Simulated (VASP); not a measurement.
## LiBi2I2O2: equation of state with PBE

LiBi2I2O2:

```
Bi I O Li
1.0
     4.23282    0.00000    0.00000
     0.00000    4.23282    0.00000
     0.00000    0.00000    9.99994
Bi I O Li
2 2 2 1
Direct
  0.00000 0.50000 0.10818
  0.50000 0.00000 0.89182
  0.50000 0.00000 0.32250
  0.00000 0.50000 0.67750
  0.00000 0.00000 0.00000
  0.50000 0.50000 0.00000
  0.00000 0.00000 0.50000
```

The cell comes from a database or a generator and needn't be the stable form of this composition.

- Program: VASP 6.6.1
- Task: equation of state
- Functional: PBE
- Potentials or basis: VASP PAW PBE potentials, release 64 (Bi_d, I, O, Li_sv)
- Cutoff: 520 eV
- k mesh: 6 × 6 × 3
- Occupations: fermi-dirac, width 0.05 eV
- Spin: no spin polarisation

```json
{
 "Equilibrium volume": "25.76 Å³/atom",
 "Bulk modulus at fixed shape and positions": "52 GPa",
 "Pressure derivative of the bulk modulus": "4.4"
}
```

Energy against volume, from the lowest point:
```csv
volume (Å³/atom),energy (meV/atom)
24.060,20.27
24.571,9.43
25.083,2.82
25.595,0.00
26.107,0.59
26.619,4.23
27.131,10.61
```

All runs of the series together: 13 min on 1 thread of AMD EPYC 7R43 64-Core Processor (Zen 3), on a shared host.

Caveat: the cutoff is under 1.25 times the usual one of these potentials, so pressure, stress and relaxed cells hold a basis-set (Pulay) error; the cell was scaled at fixed shape and fractional positions, which overstates the stiffness of a crystal with free parameters, most of all of layers and chains.
